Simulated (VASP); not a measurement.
Consider the following.

```
CELL_PARAMETERS angstrom
      0.00000     3.15477     3.15477
      3.15477     0.00000     3.15477
     12.61783    12.61783     0.00125
ATOMIC_POSITIONS crystal
  In 0.01963 0.01963 0.98528
  In 0.00084 0.00084 0.24937
  In 0.98073 0.98073 0.51445
  In 0.99948 0.99948 0.75039
  Sb 0.25784 0.25784 0.05662
  Sb 0.23928 0.23928 0.32054
  As 0.24167 0.24167 0.56874
  As 0.26053 0.26053 0.80460
```

Computed with PBEsol GGA, VASP's PBE PAW potentials (set 64) (plane waves; VASP). Numerical set-up: 400 eV cut-off, 9×9×3 Γ-centred mesh, tetrahedra with Blöchl corrections, potentials In_d Sb As.

The cores are frozen, which limits the accuracy of field gradients.

Give the principal components of the electric field gradient (V/Å²) and the asymmetry η at each nucleus.

| atom | Vxx | Vyy | Vzz | η |
|---|---|---|---|---|
| In1 | 2.3 | 2.3 | -4.6 | 0.00 |
| In2 | -7.5 | -7.5 | 15.1 | 0.00 |
| In3 | 1.1 | 1.1 | -2.2 | 0.00 |
| In4 | 10.0 | 10.0 | -20.0 | 0.00 |
| Sb5 | -27.2 | -27.1 | 54.3 | 0.00 |
| Sb6 | -20.5 | -20.5 | 41.0 | 0.00 |
| As7 | 18.2 | 18.2 | -36.5 | 0.00 |
| As8 | 13.3 | 13.3 | -26.7 | 0.00 |

The structure was generated: In4As2Sb2 was put into an ordered model structure (R3m), which need not be its known phase. It was relaxed first.
